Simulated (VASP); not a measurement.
# Mg3CdSe2O2 (Cmmm) in VASP: further runs

Runs on Mg3CdSe2O2. Level: PBE. Tasks: relaxation of cell and atoms.

All numbers are computed with VASP 6.6.1; they aren't measurements. Logs are shortened: lines on timing, memory, paths and dates and some standing lists are left out, and cuts for length are marked.

### 1 The crystal as given

The structure is orthorhombic, space group Cmmm (No. 65). The conventional cell has a = 4.500 Å, b = 9.688 Å, c = 7.696 Å, α = 90.00°, β = 90.00°, γ = 90.00°. Mg (site symmetry mm2) has 2 Se at 2.30 Å as nearest neighbours. Around Mg (site symmetry mmm) lie 4 Se at 2.56 Å. Cd (site symmetry mmm) has 2 O at 1.65 Å as nearest neighbours. Around Se (site symmetry m2m) lie 4 Mg at 2.30 to 2.56 Å and 1 Se at 2.43 Å. O (site symmetry m2m) has 1 Cd at 1.65 Å as nearest neighbours.

The cell was built by a generator and needn't be a form met in nature.

### 2 Relaxation of cell and atoms, PBE

INCAR reads:

```
PREC = Normal
ENCUT = 520
EDIFF = 1E-4
ISMEAR = 0
SIGMA = 0.15
LREAL = F
LASPH = T
NELM = 60
ALGO = Fast
ISIF = 3
LWAVE = F
LCHARG = F
GGA = PE
IBRION = 2
NSW = 24
EDIFFG = -0.08
```

KPOINTS reads:

```
regular mesh
0
Gamma
  4 4 2
```

POSCAR reads:

```
Mg3CdSe2O2
1.0
    2.2501852700     -4.8438758800      0.0000000000
    2.2501852700      4.8438758800      0.0000000000
    0.0000000000      0.0000000000      7.6961925300
Mg Cd Se O
3 1 2 2
Direct
    0.0000000000      0.0000000000      0.2530798100
    0.0000000000      0.0000000000      0.7469201900
    0.5000000000      0.5000000000      0.0000000000
    0.5000000000      0.5000000000      0.5000000000
    0.8746049800      0.1253950200      0.0000000000
    0.1253950200      0.8746049800      0.0000000000
    0.6700382000      0.3299618000      0.5000000000
    0.3299618000      0.6700382000      0.5000000000
```

Potentials or basis: VASP PAW PBE potentials, release 64 (Mg, Cd, Se, O).

The run is started by

```bash
cat potpaw_PBE.64/Mg/POTCAR potpaw_PBE.64/Cd/POTCAR potpaw_PBE.64/Se/POTCAR potpaw_PBE.64/O/POTCAR > POTCAR
mpirun -np 1 vasp_std > vasp.out
```

OUTCAR:

```text
PREC = Normal
   ENCUT = 520
   EDIFF = 1E-4
   ISMEAR = 0
   LREAL = F
   LASPH = T
   NELM = 60
   ISIF = 3
   GGA = PE
   IBRION = 2
   NSW = 24
   EDIFFG = -0.08

 ion  position               nearest neighbor table
   1  0.000  0.000  0.253-   5 2.30   6 2.30   4 2.95   4 2.95   3 2.98   3 2.98
   2  0.000  0.000  0.747-   5 2.30   6 2.30   4 2.95   4 2.95   3 2.98   3 2.98
   3  0.500  0.500  0.000-   6 2.56   5 2.56   6 2.56   5 2.56   1 2.98   2 2.98   1 2.98   2 2.98

   4  0.500  0.500  0.500-   7 1.65   8 1.65   1 2.95   2 2.95   1 2.95   2 2.95
   5  0.875  0.125  0.000-   1 2.30   2 2.30   6 2.43   3 2.56   3 2.56
   6  0.125  0.875  0.000-   1 2.30   2 2.30   5 2.43   3 2.56   3 2.56
   7  0.670  0.330  0.500-   4 1.65
   8  0.330  0.670  0.500-   4 1.65

  LATTYP: Found a base centered orthorhombic cell.
 ALAT       =     4.5003705400
 B/A-ratio  =     2.1526564699
 C/A-ratio  =     1.7101241912

  Lattice vectors:

 A1 = (   2.2501852700,  -4.8438758800,   0.0000000000)
 A2 = (   2.2501852700,   4.8438758800,   0.0000000000)
 A3 = (   0.0000000000,   0.0000000000,   7.6961925300)

Analysis of symmetry for initial positions (statically):
=====================================================================
 Subroutine PRICEL returns:
 Original cell was already a primitive cell.

 Routine SETGRP: Setting up the symmetry group for a
 base centered orthorhombic supercell.

 Subroutine GETGRP returns: Found  8 space group operations
 (whereof  8 operations were pure point group operations)
 out of a pool of  8 trial point group operations.

The static configuration has the point symmetry D_2h.

Analysis of symmetry for dynamics (positions and initial velocities):
=====================================================================
 Subroutine PRICEL returns:
 Original cell was already a primitive cell.

 Routine SETGRP: Setting up the symmetry group for a
 base centered orthorhombic supercell.

 Subroutine GETGRP returns: Found  8 space group operations
 (whereof  8 operations were pure point group operations)
 out of a pool of  8 trial point group operations.

The dynamic configuration has the point symmetry D_2h.

 Subroutine INISYM returns: Found  8 space group operations
 (whereof  8 operations are pure point group operations),
 and found     1 'primitive' translations

----------------------------------------------------------------------------------------

                                     Primitive cell

  volume of cell :     167.7711

  direct lattice vectors                    reciprocal lattice vectors
     2.250185270 -4.843875880  0.000000000     0.222203925 -0.103223124  0.000000000
     2.250185270  4.843875880  0.000000000     0.222203925  0.103223124  0.000000000
     0.000000000  0.000000000  7.696192530     0.000000000  0.000000000  0.129934379

  length of vectors
     5.341017440  5.341017440  7.696192530     0.245009383  0.245009383  0.129934379

  position of ions in fractional coordinates (direct lattice)
     0.000000000  0.000000000  0.253079810
     0.000000000  0.000000000  0.746920190
     0.500000000  0.500000000  0.000000000
     0.500000000  0.500000000  0.500000000
     0.874604980  0.125395020  0.000000000
     0.125395020  0.874604980  0.000000000
     0.670038200  0.329961800  0.500000000
     0.329961800  0.670038200  0.500000000

  ion indices of the primitive-cell ions
   primitive index   ion index
                 1           1
                 2           2
                 3           3
                 4           4
                 5           5
                 6           6
                 7           7
                 8           8

----------------------------------------------------------------------------------------

 KPOINTS: regular mesh

Automatic generation of k-mesh.
[... 43 lines left out ...]
   NGX,Y,Z   is equivalent  to a cutoff of   9.34,  9.34, 10.37 a.u.
   NGXF,Y,Z  is equivalent  to a cutoff of  18.68, 18.68, 20.74 a.u.
 SYSTEM =  unknown system
   PREC   = normal    normal or accurate (medium, high low for compatibility)
   ISTART =      0    job   : 0-new  1-cont  2-samecut
   ICHARG =      2    charge: 1-file 2-atom 10-const
   ISPIN  =      1    spin polarized calculation?
   LNONCOLLINEAR =      F non collinear calculations
   LSORBIT =      F    spin-orbit coupling
   LASPH  =      T    aspherical Exc in radial PAW
   ENCUT  =  520.0 eV  38.22 Ry    6.18 a.u.   9.93  9.93 14.31*2*pi/ulx,y,z
   NELM   =     60;   NELMIN=  2; NELMDL= -5     # of ELM steps
   EDIFF  = 0.1E-03   stopping-criterion for ELM
   LREAL  =      F    real-space projection
   EDIFFG = -.8E-01   stopping-criterion for IOM
   NSW    =     24    number of steps for IOM
   IBRION =      2    ionic relax: 0-MD 1-quasi-New 2-CG
   NFREE  =      1    steps in history (QN), initial steepest desc. (CG)
   ISIF   =      3    stress and relaxation
   ISYM   =      2    0-nonsym 1-usesym 2-fastsym
   POTIM  = 0.5000    time-step for ionic-motion
   TEBEG  =    0.0;   TEEND  =   0.0 temperature during run
   PSTRESS=    0.0 pullay stress
   NELECT =      42.0000    total number of electrons
   NUPDOWN=      -1.0000    fix difference up-down
   EMIN   =  10.00;   EMAX   =-10.00  energy-range for DOS
   EFERMI =   0.00;   METHOD = LEGACY
   ISMEAR =     0;   SIGMA  =   0.15  broadening in eV -4-tet -1-fermi 0-gaus
   EFERMI_NEDOS =   21; number of points for ismear=-14 and -15
   IALGO  =     68    algorithm
   IMIX   =      4    mixing-type and parameters
     AMIX     =   0.40;   BMIX     =  1.00
     AMIX_MAG =   1.60;   BMIX_MAG =  1.00
  volume/ion in A,a.u.               =      20.97       141.52
  Fermi-wavevector in a.u.,A,eV,Ry     =   1.031776  1.949774 14.484248  1.064562
  Thomas-Fermi vector in A             =   2.165941
   LORBIT       =      0    0 simple, 1 ext, 2 COOP (PROOUT), +10 PAW based schemes
   GGA     = PE    functional components
   LHFCALC =     F    Hartree Fock is set to
   AEXX    =    0.0000 exact exchange contribution
   IVDW    =     0    specifies the selected vdW correction
   LEPSILON=     F    determine dielectric tensor
   LRPA    =     F    only Hartree local field effects (RPA)
 conjugate gradient relaxation of ions
 non-spin polarized calculation
 RMM-DIIS sequential band-by-band and
 Gauss-broadening in eV      SIGMA  =   0.15
  energy-cutoff  :      520.00
  volume of cell :      167.77
 maximum number of plane-waves:      4538
   NGX = 19   NGY = 19   NGZ = 29

--------------------------------------- Ionic step        1  -------------------------------------------

 number of electron      42.0000001 magnetization

 Free energy of the ion-electron system (eV)
  ---------------------------------------------------
  ext. energy  EPLUGINS =         0.00000000
  ---------------------------------------------------
  free energy    TOTEN  =       -15.91521779 eV

  energy without entropy =      -15.86999850  energy(sigma->0) =      -15.89260814

------------------------ aborting loop because EDIFF is reached ----------------------------------------

  FORCE on cell =-STRESS in cart. coord.  units (eV):
  Direction    XX          YY          ZZ          XY          YZ          ZX
  --------------------------------------------------------------------------------------
  -------------------------------------------------------------------------------------
  Total        6.4669837     66.3275513     13.1350949      0.0000000      0.0000000      0.0000000
  in kB       61.7582732    633.4135417    125.4372703      0.0000000      0.0000000      0.0000000
  external PRESSURE =     273.5363617 kB  Pullay stress =       0.0000000 kB
[... 29 lines left out ...]
--------------------------------------- Ionic step        2  -------------------------------------------

 number of electron      41.9999981 magnetization

------------------------ aborting loop EDIFF was not reached (unconverged)  ----------------------------

  FORCE on cell =-STRESS in cart. coord.  units (eV):
  Direction    XX          YY          ZZ          XY          YZ          ZX
  --------------------------------------------------------------------------------------
  -------------------------------------------------------------------------------------
  Total       15.4625699     -8.7021610     -4.3289686      0.0000000      0.0000000      0.0000000
  in kB       94.0662488    -52.9394303    -26.3351976      0.0000000      0.0000000      0.0000000
  external PRESSURE =       4.9305403 kB  Pullay stress =       0.0000000 kB
[... 29 lines left out ...]
--------------------------------------- Ionic step        3  -------------------------------------------

 number of electron      41.9999989 magnetization

------------------------ aborting loop EDIFF was not reached (unconverged)  ----------------------------

  FORCE on cell =-STRESS in cart. coord.  units (eV):
  Direction    XX          YY          ZZ          XY          YZ          ZX
  --------------------------------------------------------------------------------------
  -------------------------------------------------------------------------------------
  Total        3.6160137     -6.7224700     -4.8754478      0.0000000      0.0000000      0.0000000
  in kB       23.0784890    -42.9048294    -31.1165768      0.0000000      0.0000000      0.0000000
  external PRESSURE =     -16.9809724 kB  Pullay stress =       0.0000000 kB
[... 23 lines left out ...]
  FREE ENERGIE OF THE ION-ELECTRON SYSTEM (eV)
  ---------------------------------------------------
  free  energy   TOTEN  =        10.6942682268 eV

  energy  without entropy=       10.7492156130  energy(sigma->0) =       10.72174192

[... ionic steps 4 to 15 ...]

--------------------------------------- Ionic step       16  -------------------------------------------

 number of electron      41.9999983 magnetization

------------------------ aborting loop because EDIFF is reached ----------------------------------------
[... 79 lines left out ...]
--------------------------------------- Ionic step       18  -------------------------------------------

 number of electron      41.9999985 magnetization

 Free energy of the ion-electron system (eV)
  ---------------------------------------------------
  ext. energy  EPLUGINS =         0.00000000
  ---------------------------------------------------
  free energy    TOTEN  =       -22.64016775 eV

  energy without entropy =      -22.59883785  energy(sigma->0) =      -22.61950280

 E-fermi :   1.4217     XC(G=0):  -8.5259

 val. band max:        1.4162224415   @ k =   0.5000  -0.0000   0.5000
 cond. band min:       1.6378188584   @ k =   0.5000   0.2500   0.0000
 fundamental gap:      0.2215964168
 Fermi energy:         1.4216512976

 k-point     1 :       0.0000    0.0000    0.0000
  band No.  band energies     occupation
      1     -15.5989      2.00000
      2     -14.6458      2.00000
      3     -12.0439      2.00000
      4     -10.1798      2.00000
      5      -7.4909      2.00000
      6      -7.4674      2.00000
[... 430 lines left out ...]
  FREE ENERGIE OF THE ION-ELECTRON SYSTEM (eV)
  ---------------------------------------------------
  free  energy   TOTEN  =       -22.6401677470 eV

  energy  without entropy=      -22.5988378496  energy(sigma->0) =      -22.61950280

 reached required accuracy - stopping structural energy minimisation
```

It took 23 min on 1 thread of Intel Xeon Platinum 8375C at 2.90GHz (Ice Lake), shared host; peak memory 0.26 GiB.

Results:

| Item | Value |
| --- | --- |
| Free energy | -22.6402 eV |
| Relaxed volume | 22.66 Å³/atom |
| Relaxed cell | a = 5.767 Å, b = 5.767 Å, c = 7.269 Å, α = 90.00°, β = 90.00°, γ = 131.40° |
| Space group after relaxing (to 0.05 Å) | Cmmm (No. 65) |
| Energy gained by relaxing | 840.6 meV/atom |
| Ionic steps | 18 |
| Pressure after relaxing | 0.0 GPa |
| Largest force after relaxing | 0.039 eV/Å |
| Band gap on the k mesh | none (metal or under the smearing width) |

Forces on the atoms (eV/Å):
```
Mg   0.000  0.000 -0.039
Mg   0.000  0.000  0.039
Mg   0.000  0.000  0.000
Cd   0.000  0.000  0.000
Se   0.000  0.025  0.000
Se   0.000 -0.025  0.000
O    0.000  0.008  0.000
O    0.000 -0.008  0.000
```

Stress tensor (GPa, compression positive):
```
 0.13  0.00  0.00
 0.00 -0.07  0.00
 0.00  0.00 -0.15
```

The path:
| step | energy change (eV) | largest force (eV/Å) | pressure (GPa) | volume (Å³) |
| --- | --- | --- | --- | --- |
| 1 | 0.0000 | 14.4911 | 27.35 | 167.77 |
| 2 | 128.0066 | 1.9761 | 0.49 | 263.37 |
| 3 | 26.6095 | 2.6482 | -1.70 | 251.03 |
| 4 | 5.4031 | 1.8087 | 1.17 | 249.24 |
| 5 | -5.3159 | 0.8418 | -5.24 | 206.88 |
| 6 | -5.9291 | 2.0558 | 0.54 | 186.93 |
| 7 | -5.9353 | 1.7114 | -0.51 | 189.43 |
| 8 | -5.9373 | 1.8338 | -0.16 | 188.53 |
| 9 | -6.3174 | 0.9924 | -1.20 | 188.97 |
| 10 | -6.4357 | 0.7708 | -1.68 | 189.46 |
| 11 | -6.5273 | 0.5811 | 0.88 | 182.64 |
| 12 | -6.5352 | 0.3387 | 0.18 | 184.02 |
| 13 | -6.6458 | 0.1802 | 0.30 | 182.13 |
| 14 | -6.7133 | 0.2290 | 0.77 | 179.24 |
| 15 | -6.7137 | 0.2613 | 0.82 | 178.94 |
| 16 | -6.7107 | 0.4285 | -0.75 | 182.57 |
| 17 | -6.7226 | 0.1225 | 0.08 | 180.59 |
| 18 | -6.7249 | 0.0386 | -0.03 | 181.30 |

Final structure:
```yaml
crystal:
  lattice:
    - [2.37296, -5.25564, 0.00000]
    - [2.37296, 5.25564, 0.00000]
    - [0.00000, 0.00000, 7.26868]
  atoms:
    - { symbol: Mg, position: [0.00000, 0.00000, 0.28338] }
    - { symbol: Mg, position: [0.00000, 0.00000, 0.71662] }
    - { symbol: Mg, position: [0.50000, 0.50000, 0.00000] }
    - { symbol: Cd, position: [0.50000, 0.50000, 0.50000] }
    - { symbol: Se, position: [0.84433, 0.15567, 0.00000] }
    - { symbol: Se, position: [0.15567, 0.84433, 0.00000] }
    - { symbol: O, position: [0.68640, 0.31360, 0.50000] }
    - { symbol: O, position: [0.31360, 0.68640, 0.50000] }
```

Caveat: the k mesh is coarse (spacing up to 0.41 Å⁻¹), so the values aren't converged; the relaxation stopped at a loose force limit of 0.08 eV/Å, so its end isn't a converged minimum.

### 3 Relaxation of cell and atoms, PBE

This run uses another cell than the first one, of 17.81 Å³/atom, 0.849 times its volume.

INCAR is that of step 2.

KPOINTS is that of step 2.

POSCAR reads:

```
Mg3CdSe2O2
1.0
    3.7500000000      0.0000000000      0.0000000000
   -1.8750000000      3.2475952600      0.0000000000
    0.0000000000      0.0000000000     11.7000000000
Mg Cd Se O
3 1 2 2
Direct
    0.3333333300      0.6666666700      0.9100000000
    0.0000000000      0.0000000000      0.6700000000
    0.6666666700      0.3333333300      0.4100000000
    0.0000000000      0.0000000000      0.1800000000
    0.3333333300      0.6666666700      0.2250000000
    0.6666666700      0.3333333300      0.7200000000
    0.0000000000      0.0000000000      0.0000000000
    0.0000000000      0.0000000000      0.5000000000
```

Potentials or basis: VASP PAW PBE potentials, release 64 (Mg, Cd, Se, O).

The run is started by

```bash
cat potpaw_PBE.64/Mg/POTCAR potpaw_PBE.64/Cd/POTCAR potpaw_PBE.64/Se/POTCAR potpaw_PBE.64/O/POTCAR > POTCAR
mpirun -np 1 vasp_std > vasp.out
```

Run time: 3.1 min. Hardware: 1 thread of Intel Xeon Platinum 8375C at 2.90GHz (Ice Lake), shared host; peak memory 0.22 GiB.

It converged, with:

```
Free energy                            : -33.6468 eV
Relaxed volume                         : 17.98 Å³/atom
Relaxed cell                           : a = 3.674 Å, b = 3.674 Å, c = 12.309 Å, α = 90.00°, β = 90.00°, γ = 120.00°
Space group after relaxing (to 0.05 Å) : P3m1 (No. 156)
Energy gained by relaxing              : 694.8 meV/atom
Ionic steps                            : 13
Pressure after relaxing                : -0.2 GPa
Largest force after relaxing           : 0.078 eV/Å
Band gap on the k mesh                 : none (metal or under the smearing width)
```

Forces on the atoms (eV/Å):
```
Mg   0.000  0.000 -0.047
Mg   0.000  0.000  0.030
Mg   0.000  0.000 -0.024
Cd   0.000  0.000 -0.066
Se   0.000  0.000  0.009
Se   0.000  0.000  0.078
O    0.000  0.000 -0.057
O    0.000  0.000  0.077
```

Stress tensor (GPa, compression positive):
```
-0.21  0.00  0.00
 0.00 -0.21  0.00
 0.00  0.00 -0.12
```

Step by step:
```
step  energy change (eV)  largest force (eV/Å)  pressure (GPa)  volume (Å³)
   1              0.0000                4.7224           15.47       142.49
   2             -3.0727                1.6331           -7.33       180.19
   3             -3.2045                2.0098           -4.69       171.55
   4             -4.2658                1.4913           -3.63       162.46
   5             -5.1141                0.9945           -0.52       146.06
   6             -5.1186                0.8458           -0.81       147.39
   7             -5.3288                1.0987            0.27       143.50
   8             -5.3361                1.3359            0.81       142.44
   9             -5.5055                0.7635            0.32       142.60
  10             -5.5331                0.4328            0.13       142.60
  11             -5.5513                0.3869            0.27       143.04
  12             -5.5523                0.2830            0.23       142.96
  13             -5.5583                0.0784           -0.18       143.86
```

Final structure:
```yaml
crystal:
  lattice:
    - [3.67353, 0.00000, 0.00000]
    - [-1.83677, 3.18137, 0.00000]
    - [0.00000, 0.00000, 12.30946]
  atoms:
    - { symbol: Mg, position: [0.33333, 0.66667, 0.91764] }
    - { symbol: Mg, position: [0.00000, 0.00000, 0.64263] }
    - { symbol: Mg, position: [0.66667, 0.33333, 0.43423] }
    - { symbol: Cd, position: [0.00000, 0.00000, 0.14381] }
    - { symbol: Se, position: [0.33333, 0.66667, 0.27208] }
    - { symbol: Se, position: [0.66667, 0.33333, 0.75172] }
    - { symbol: O, position: [0.00000, 0.00000, 0.96769] }
    - { symbol: O, position: [0.00000, 0.00000, 0.48519] }
```

Levels at points of the mesh, in eV from the Fermi level:
| k point | band 18 | band 19 | band 20 | band 21 | band 22 | band 23 | band 24 | band 25 |
| --- | --- | --- | --- | --- | --- | --- | --- | --- |
| (0.00, 0.00, 0.00) | -0.44 | -0.44 | -0.18 | -0.07 | -0.07 | 2.25 | 3.10 | 4.41 |
| (0.50, 0.00, 0.00) | -2.96 | -1.94 | -1.48 | -1.13 | 1.27 | 2.69 | 2.94 | 3.56 |
| (0.00, 0.00, 0.50) | -0.44 | -0.44 | -0.08 | -0.08 | 0.65 | 1.15 | 3.82 | 4.34 |
| (0.50, 0.00, 0.50) | -2.44 | -2.34 | -1.46 | -1.15 | 1.49 | 2.45 | 2.93 | 3.53 |

Caveat: the k mesh is coarse (spacing up to 0.48 Å⁻¹), so the values aren't converged; the relaxation stopped at a loose force limit of 0.08 eV/Å, so its end isn't a converged minimum.
